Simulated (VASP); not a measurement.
# V3Ge (Pm-3n) in VASP: further runs

Runs on V3Ge. Level: LDA. Tasks: single point.

All numbers are computed with VASP 6.6.1; they aren't measurements. Logs are shortened: lines on timing, memory, paths and dates and some standing lists are left out, and cuts for length are marked.

### Step 1. The crystal as given

It takes space group Pm-3n (No. 223, cubic). Conventional cell: a = 4.768 Å, b = 4.768 Å, c = 4.768 Å, α = 90.00°, β = 90.00°, γ = 90.00°. Around Ge (site symmetry m-3) lie 12 V at 2.67 Å. Around V (site symmetry -4m2) lie 2 V at 2.38 Å and 4 Ge at 2.67 Å.

### Step 2. Single point, LDA, collinear spin, typed start

Input file INCAR:

```
SYSTEM = V3Ge
PREC = Accurate ; ENCUT = 520
EDIFF = 1E-6 ; ISMEAR = 0
SIGMA = 0.1 ; LREAL = .FALSE.
LASPH = .TRUE. ; NELM = 150
ALGO = Normal ; ISIF = 2
LWAVE = .FALSE. ; LCHARG = .TRUE.
ISPIN = 2 ; MAGMOM = 0 0 2 2 2 2 2 2
LORBIT = 11 ; LMAXMIX = 4
GGA = CA ; LELF = .TRUE.
LVHAR = .TRUE. ; NBANDS = 67
```

Input file KPOINTS:

```
regular mesh
0
G
  5 5 5
  0 0 0
```

Input file POSCAR:

```
V3Ge
1.0
    4.7680000000      0.0000000000      0.0000000000
    0.0000000000      4.7680000000      0.0000000000
    0.0000000000      0.0000000000      4.7680000000
Ge V
2 6
Direct
    0.0000000000      0.0000000000      0.0000000000
    0.5000000000      0.5000000000      0.5000000000
    0.2500000000      0.0000000000      0.5000000000
    0.5000000000      0.7500000000      0.0000000000
    0.7500000000      0.0000000000      0.5000000000
    0.5000000000      0.2500000000      0.0000000000
    0.0000000000      0.5000000000      0.7500000000
    0.0000000000      0.5000000000      0.2500000000
```

Potentials or basis: VASP PAW LDA potentials, release 64 (Ge_d, V_sv).

On the command line:

```console
> cat potpaw_LDA.64/Ge_d/POTCAR potpaw_LDA.64/V_sv/POTCAR > POTCAR
> mpirun -np 1 vasp_std > vasp.out
```

OUTCAR:

```text
SYSTEM = V3Ge
   PREC = Accurate
   ENCUT = 520
   EDIFF = 1E-6
   ISMEAR = 0
   LREAL = .FALSE.
   LASPH = .TRUE.
   NELM = 150
   ISIF = 2
   ISPIN = 2
   LORBIT = 11
   GGA = CA

 ion  position               nearest neighbor table
   1  0.000  0.000  0.000-   3 2.67   4 2.67   5 2.67   6 2.67   7 2.67   8 2.67   3 2.67   5 2.67
                             7 2.67   8 2.67   4 2.67   6 2.67
   2  0.500  0.500  0.500-   3 2.67   4 2.67   5 2.67   6 2.67   7 2.67   8 2.67   4 2.67   6 2.67
                             3 2.67   5 2.67   7 2.67   8 2.67
   3  0.250  0.000  0.500-   5 2.38   5 2.38   1 2.67   1 2.67   2 2.67   2 2.67   8 2.92   4 2.92
                             4 2.92   6 2.92   6 2.92   7 2.92   8 2.92   7 2.92
   4  0.500  0.750  0.000-   6 2.38   6 2.38   1 2.67   2 2.67   2 2.67   1 2.67   8 2.92   5 2.92
                             3 2.92   5 2.92   3 2.92   7 2.92   7 2.92   8 2.92
   5  0.750  0.000  0.500-   3 2.38   3 2.38   1 2.67   1 2.67   2 2.67   2 2.67   8 2.92   4 2.92
                             4 2.92   6 2.92   6 2.92   7 2.92   8 2.92   7 2.92
   6  0.500  0.250  0.000-   4 2.38   4 2.38   1 2.67   2 2.67   2 2.67   1 2.67   8 2.92   3 2.92
                             3 2.92   5 2.92   5 2.92   7 2.92   7 2.92   8 2.92
   7  0.000  0.500  0.750-   8 2.38   8 2.38   1 2.67   2 2.67   1 2.67   2 2.67   3 2.92   4 2.92
                             5 2.92   3 2.92   5 2.92   6 2.92   4 2.92   6 2.92
   8  0.000  0.500  0.250-   7 2.38   7 2.38   1 2.67   2 2.67   1 2.67   2 2.67   3 2.92   4 2.92
                             5 2.92   3 2.92   5 2.92   6 2.92   4 2.92   6 2.92

  LATTYP: Found a simple cubic cell.
 ALAT       =     4.7680000000

  Lattice vectors:

 A1 = (   4.7680000000,   0.0000000000,   0.0000000000)
 A2 = (   0.0000000000,   4.7680000000,   0.0000000000)
 A3 = (   0.0000000000,   0.0000000000,   4.7680000000)

Analysis of symmetry for initial positions (statically):
=====================================================================
 Subroutine PRICEL returns:
 Original cell was already a primitive cell.

 Routine SETGRP: Setting up the symmetry group for a
 simple cubic supercell.

 Subroutine GETGRP returns: Found 48 space group operations
 (whereof 24 operations were pure point group operations)
 out of a pool of 48 trial point group operations.

The static configuration has the point symmetry T_h .
 The point group associated with its full space group is O_h .

Analysis of symmetry for dynamics (positions and initial velocities):
=====================================================================
 Subroutine PRICEL returns:
 Original cell was already a primitive cell.

 Routine SETGRP: Setting up the symmetry group for a
 simple cubic supercell.

 Subroutine GETGRP returns: Found 48 space group operations
 (whereof 24 operations were pure point group operations)
 out of a pool of 48 trial point group operations.

The dynamic configuration has the point symmetry T_h .
 The point group associated with its full space group is O_h .
[... 167 lines left out ...]
 fundamental gap:      0.0213120233
 Fermi energy:         9.5652164456

 spin component 1

 k-point     1 :       0.0000    0.0000    0.0000
  band No.  band energies     occupation
      1     -53.5187      1.00000
      2     -53.4502      1.00000
      3     -53.4502      1.00000
      4     -53.2556      1.00000
      5     -53.2556      1.00000
      6     -53.2556      1.00000
[... 669 lines left out ...]
     64      11.7575      0.00000
     65      11.7575      0.00000
 Fermi energy:         9.5652164456

 spin component 2

 k-point     1 :       0.0000    0.0000    0.0000
  band No.  band energies     occupation
      1     -53.5181      1.00000
      2     -53.4496      1.00000
      3     -53.4496      1.00000
      4     -53.2550      1.00000
      5     -53.2550      1.00000
      6     -53.2550      1.00000
[... 669 lines left out ...]
     64      11.7581      0.00000
     65      11.7581      0.00000
 [bands above 65 left out]

------------------------ aborting loop because EDIFF is reached ----------------------------------------

  FORCE on cell =-STRESS in cart. coord.  units (eV):
  Direction    XX          YY          ZZ          XY          YZ          ZX
  --------------------------------------------------------------------------------------
  -------------------------------------------------------------------------------------
  Total       -8.2904148     -8.2904148     -8.2904148     -0.0000000      0.0000000      0.0000000
  in kB     -122.5400635   -122.5400635   -122.5400635     -0.0000000      0.0000000      0.0000000
  external PRESSURE =    -122.5400635 kB  Pullay stress =       0.0000000 kB

 VOLUME and BASIS-vectors are now :
 -----------------------------------------------------------------------------
  energy-cutoff  :      520.00
  volume of cell :      108.39
      direct lattice vectors                 reciprocal lattice vectors
     4.768000000  0.000000000  0.000000000     0.209731544  0.000000000  0.000000000
     0.000000000  4.768000000  0.000000000     0.000000000  0.209731544  0.000000000
     0.000000000  0.000000000  4.768000000     0.000000000  0.000000000  0.209731544

 POSITION                                       TOTAL-FORCE (eV/Angst)
 -----------------------------------------------------------------------------------
      0.00000      0.00000      0.00000         0.000000      0.000000     -0.000000
      2.38400      2.38400      2.38400         0.000000      0.000000     -0.000000
      1.19200      0.00000      2.38400        -0.000000     -0.000000      0.000000
      2.38400      3.57600      0.00000         0.000000      0.000000     -0.000000
      3.57600      0.00000      2.38400         0.000000      0.000000      0.000000
      2.38400      1.19200      0.00000        -0.000000      0.000000      0.000000
      0.00000      2.38400      3.57600        -0.000000     -0.000000     -0.000000
      0.00000      2.38400      1.19200        -0.000000     -0.000000      0.000000
 -----------------------------------------------------------------------------------
    total drift:                                0.000000      0.000000     -0.000000

  FREE ENERGIE OF THE ION-ELECTRON SYSTEM (eV)
  ---------------------------------------------------
  free  energy   TOTEN  =       -72.9397688768 eV

  energy  without entropy=      -72.8547997362  energy(sigma->0) =      -72.89728431

 total charge

# of ion       s       p       d       tot
------------------------------------------
    1        1.091   1.413  10.080  12.584
    2        1.091   1.413  10.080  12.584
    3        2.288   6.216   3.159  11.663
    4        2.288   6.216   3.159  11.663
    5        2.288   6.216   3.159  11.663
    6        2.288   6.216   3.159  11.663
    7        2.288   6.216   3.159  11.663
    8        2.288   6.216   3.159  11.663
--------------------------------------------------
tot         15.913  40.122  39.113  95.149

 magnetization (x)

# of ion       s       p       d       tot
------------------------------------------
    1       -0.000  -0.000   0.000   0.000
    2       -0.000  -0.000   0.000   0.000
    3        0.000   0.000   0.001   0.001
    4        0.000   0.000   0.001   0.001
    5        0.000   0.000   0.001   0.001
    6        0.000   0.000   0.001   0.001
    7        0.000   0.000   0.001   0.001
    8        0.000   0.000   0.001   0.001
--------------------------------------------------
tot         -0.000   0.000   0.004   0.004
```

OSZICAR:

```text
N       E                     dE             d eps       ncg     rms          rms(c)
DAV:   1     0.169603142925E+04    0.16960E+04   -0.56302E+04  3582   0.329E+03
DAV:   2     0.153505550369E+03   -0.15425E+04   -0.14985E+04  2680   0.877E+02
DAV:   3    -0.617410536004E+02   -0.21525E+03   -0.20437E+03  2886   0.264E+02
DAV:   4    -0.783258012898E+02   -0.16585E+02   -0.16127E+02  3289   0.746E+01
DAV:   5    -0.788573034695E+02   -0.53150E+00   -0.52948E+00  3496   0.147E+01    0.511E+01
DAV:   6    -0.728501892501E+02    0.60071E+01   -0.61937E+01  3121   0.384E+01    0.916E+00
DAV:   7    -0.730135582752E+02   -0.16337E+00   -0.35406E+00  3237   0.115E+01    0.760E+00
DAV:   8    -0.729773453250E+02    0.36213E-01   -0.24474E-01  3385   0.223E+00    0.328E+00
DAV:   9    -0.729398942549E+02    0.37451E-01   -0.70024E-02  3280   0.108E+00    0.601E-01
DAV:  10    -0.729388355212E+02    0.10587E-02   -0.87662E-03  3524   0.674E-01    0.229E-01
DAV:  11    -0.729391404555E+02   -0.30493E-03   -0.82795E-04  3600   0.219E-01    0.120E-01
DAV:  12    -0.729393810432E+02   -0.24059E-03   -0.10639E-04  3393   0.517E-02    0.780E-02
DAV:  13    -0.729395255666E+02   -0.14452E-03   -0.59018E-05  3400   0.321E-02    0.606E-02
DAV:  14    -0.729396148027E+02   -0.89236E-04   -0.31083E-05  3007   0.210E-02    0.419E-02
DAV:  15    -0.729397007785E+02   -0.85976E-04   -0.47694E-05  3152   0.246E-02    0.336E-02
DAV:  16    -0.729397570854E+02   -0.56307E-04   -0.70483E-05  3296   0.317E-02    0.138E-02
DAV:  17    -0.729397680663E+02   -0.10981E-04   -0.20730E-05  2920   0.167E-02    0.489E-03
DAV:  18    -0.729397688768E+02   -0.81056E-06   -0.17222E-06  2136   0.721E-03
   1 F= -.72939769E+02 E0= -.72897284E+02  d E =-.849691E-01  mag=     0.0015
```

stdout:

```text
POSCAR found type information on POSCAR GeV
 POSCAR found :  2 types and       8 ions
 scaLAPACK will be used
 LDA part: xc-table for (Slater(with rela. corr.)+CA(PZ))
 , standard interpolation
 POSCAR, INCAR and KPOINTS ok, starting setup
 FFT: planning ... GRIDC
 FFT: planning ... GRID_SOFT
 FFT: planning ... GRID
 WAVECAR not read
 entering main loop
```

It took 2 min on 1 thread of AMD EPYC 9R14 (Zen 4), shared host; peak memory 0.21 GiB.

Results:

| Quantity | Value |
| --- | --- |
| Free energy | -72.9398 eV |
| Pressure | -12.3 GPa |
| Band gap on the k mesh | none (metal or under the smearing width) |
| Net moment | 0.01 μB per cell |
| Valence electrons inside the program's atomic spheres | Ge 12.58; V 11.66 |

Levels at points of the mesh, in eV from the Fermi level:
Spin up:
```csv
k point,band 51,band 52,band 53,band 54,band 55,band 56
"(0.00, 0.00, 0.00)",-0.47,-0.47,-0.04,-0.04,1.81,1.81
```
Spin down:
| k point | band 50 | band 51 | band 52 | band 53 | band 54 | band 55 | band 56 | band 57 |
| --- | --- | --- | --- | --- | --- | --- | --- | --- |
| (0.00, 0.00, 0.00) | -0.47 | -0.47 | -0.47 | -0.04 | -0.04 | 1.81 | 1.81 | 1.81 |

### Step 3. Single point, LDA

Input file INCAR:

```
SYSTEM = V3Ge
PREC = Accurate
ENCUT = 520
EDIFF = 1E-6
ISMEAR = 0
SIGMA = 0.1
LREAL = .False.
LASPH = .True.
NELM = 100
ALGO = Normal
ISIF = 2
LWAVE = .False.
LCHARG = .True.
GGA = CA
LELF = .True.
LVHAR = .True.
NBANDS = 63
```

Input file KPOINTS:

```
regular mesh
0
Gamma
  5 5 5
  0 0 0
```

POSCAR is that of step 2.

Potentials or basis: VASP PAW LDA potentials, release 64 (Ge_d, V_sv).

On the command line:

```console
> cat potpaw_LDA.64/Ge_d/POTCAR potpaw_LDA.64/V_sv/POTCAR > POTCAR
> mpirun -np 1 vasp_std > vasp.out
```

Run time: 45 s. Hardware: 1 thread of AMD EPYC 9R14 (Zen 4), shared host; peak memory 0.17 GiB.

It converged, with:

```
Free energy            : -72.9398 eV
Pressure               : -12.3 GPa
Band gap on the k mesh : none (metal or under the smearing width)
```

Levels at points of the mesh, in eV from the Fermi level:
```
           k point  band 51  band 52  band 53  band 54  band 55  band 56
(0.00, 0.00, 0.00)    -0.47    -0.47    -0.04    -0.04     1.81     1.81
```

### Step 4. Single point, LDA, collinear spin, typed start (parallel moments scaled by 1.5, plain SCF)

Input file INCAR:

```
SYSTEM = V3Ge
PREC = Accurate ; ENCUT = 520
EDIFF = 1E-6 ; ISMEAR = 0
SIGMA = 0.1 ; LREAL = .FALSE.
LASPH = .TRUE. ; NELM = 150
ALGO = Fast ; ISIF = 2
LWAVE = .FALSE. ; LCHARG = .FALSE.
ISPIN = 2 ; MAGMOM = 0 0 3 3 3 3 3 3
LORBIT = 11 ; LMAXMIX = 4
NBANDS = 67
```

Input file KPOINTS:

```
regular mesh
0
G
  5 5 5
  0 0 0
```

POSCAR is that of step 3.

Potentials or basis: VASP PAW LDA potentials, release 64 (Ge_d, V_sv).

On the command line:

```console
> cat potpaw_LDA.64/Ge_d/POTCAR potpaw_LDA.64/V_sv/POTCAR > POTCAR
> mpirun -np 1 vasp_std > vasp.out
```

OUTCAR:

```text
SYSTEM = V3Ge
   PREC = Accurate
   ENCUT = 520
   EDIFF = 1E-6
   ISMEAR = 0
   LREAL = .FALSE.
   LASPH = .TRUE.
   NELM = 150
   ISIF = 2
   ISPIN = 2
   LORBIT = 11

 ion  position               nearest neighbor table
   1  0.000  0.000  0.000-   3 2.67   4 2.67   5 2.67   6 2.67   7 2.67   8 2.67   3 2.67   5 2.67
                             7 2.67   8 2.67   4 2.67   6 2.67
   2  0.500  0.500  0.500-   3 2.67   4 2.67   5 2.67   6 2.67   7 2.67   8 2.67   4 2.67   6 2.67
                             3 2.67   5 2.67   7 2.67   8 2.67
   3  0.250  0.000  0.500-   5 2.38   5 2.38   1 2.67   1 2.67   2 2.67   2 2.67   8 2.92   4 2.92
                             4 2.92   6 2.92   6 2.92   7 2.92   8 2.92   7 2.92
   4  0.500  0.750  0.000-   6 2.38   6 2.38   1 2.67   2 2.67   2 2.67   1 2.67   8 2.92   5 2.92
                             3 2.92   5 2.92   3 2.92   7 2.92   7 2.92   8 2.92
   5  0.750  0.000  0.500-   3 2.38   3 2.38   1 2.67   1 2.67   2 2.67   2 2.67   8 2.92   4 2.92
                             4 2.92   6 2.92   6 2.92   7 2.92   8 2.92   7 2.92
   6  0.500  0.250  0.000-   4 2.38   4 2.38   1 2.67   2 2.67   2 2.67   1 2.67   8 2.92   3 2.92
[... 1611 lines left out ...]
    total drift:                                0.000000      0.000000     -0.000000

  FREE ENERGIE OF THE ION-ELECTRON SYSTEM (eV)
  ---------------------------------------------------
  free  energy   TOTEN  =       -72.9397682725 eV

  energy  without entropy=      -72.8548046950  energy(sigma->0) =      -72.89728648

 total charge

# of ion       s       p       d       tot
------------------------------------------
    1        1.091   1.413  10.080  12.584
    2        1.091   1.413  10.080  12.584
    3        2.288   6.216   3.159  11.663
    4        2.288   6.216   3.159  11.663
    5        2.288   6.216   3.159  11.663
    6        2.288   6.216   3.159  11.663
    7        2.288   6.216   3.159  11.663
    8        2.288   6.216   3.159  11.663
--------------------------------------------------
tot         15.913  40.123  39.113  95.148

 magnetization (x)

# of ion       s       p       d       tot
------------------------------------------
    1       -0.000  -0.000   0.000  -0.000
    2       -0.000  -0.000   0.000  -0.000
    3        0.000   0.000   0.002   0.002
    4        0.000   0.000   0.002   0.002
    5        0.000   0.000   0.002   0.002
    6        0.000   0.000   0.002   0.002
    7        0.000   0.000   0.002   0.002
    8        0.000   0.000   0.002   0.002
--------------------------------------------------
tot         -0.000   0.000   0.009   0.010
```

OSZICAR:

```text
N       E                     dE             d eps       ncg     rms          rms(c)
DAV:   1     0.169879501219E+04    0.16988E+04   -0.56591E+04  3590   0.330E+03
DAV:   2     0.157583570146E+03   -0.15412E+04   -0.14966E+04  2680   0.881E+02
DAV:   3    -0.566380837266E+02   -0.21422E+03   -0.20289E+03  2891   0.264E+02
[... 13 lines left out ...]
RMM:  17    -0.729396653778E+02   -0.88728E-04   -0.22639E-04  3786   0.433E-02    0.393E-02
RMM:  18    -0.729397003152E+02   -0.34937E-04   -0.82816E-05  3479   0.223E-02    0.332E-02
RMM:  19    -0.729397341925E+02   -0.33877E-04   -0.40168E-05  3222   0.186E-02    0.224E-02
RMM:  20    -0.729397668389E+02   -0.32646E-04   -0.83239E-05  3590   0.265E-02    0.773E-03
RMM:  21    -0.729397675245E+02   -0.68568E-06   -0.12302E-05  3047   0.116E-02    0.478E-03
RMM:  22    -0.729397682725E+02   -0.74799E-06   -0.50688E-06  2637   0.688E-03
   1 F= -.72939768E+02 E0= -.72897286E+02  d E =-.849636E-01  mag=     0.0054
```

It took 2.5 min on 1 thread of AMD EPYC 9R14 (Zen 4), shared host; peak memory 0.22 GiB.

What came out:

```
Free energy                                           : -72.9398 eV
Pressure                                              : -12.3 GPa
Band gap on the k mesh                                : none (metal or under the smearing width)
Net moment                                            : 0.01 μB per cell
Valence electrons inside the program's atomic spheres : Ge 12.58; V 11.66
```

Levels at points of the mesh, in eV from the Fermi level:
Spin up:
```tsv
k point	band 49	band 50	band 51	band 52	band 53	band 54	band 55	band 56	band 57	band 58
(0.00, 0.00, 0.00)	-0.95	-0.47	-0.47	-0.47	-0.04	-0.04	1.81	1.81	1.81	2.47
```
Spin down:
```tsv
k point	band 50	band 51	band 52	band 53	band 54	band 55	band 56	band 57
(0.00, 0.00, 0.00)	-0.47	-0.47	-0.47	-0.04	-0.04	1.81	1.81	1.81
```

### Step 5. Overview

| spin | cell | gap on the mesh (eV) | pressure (GPa) | moment (μB) |
| --- | --- | --- | --- | --- |
| collinear, typed start | as given | none | -12.3 | 0.01 |
| off | as given | none | -12.3 | - |
| collinear, typed start | parallel moments scaled by 1.5, plain SCF | none | -12.3 | 0.01 |

Alike in all rows: task single point; level LDA; potentials or basis VASP PAW LDA potentials, release 64 (Ge_d, V_sv); k mesh 5 × 5 × 5; cutoff (eV) 520; smearing gaussian 0.1 eV.

Total energies depend on the potentials used, so only differences within one code and one set of settings carry meaning.
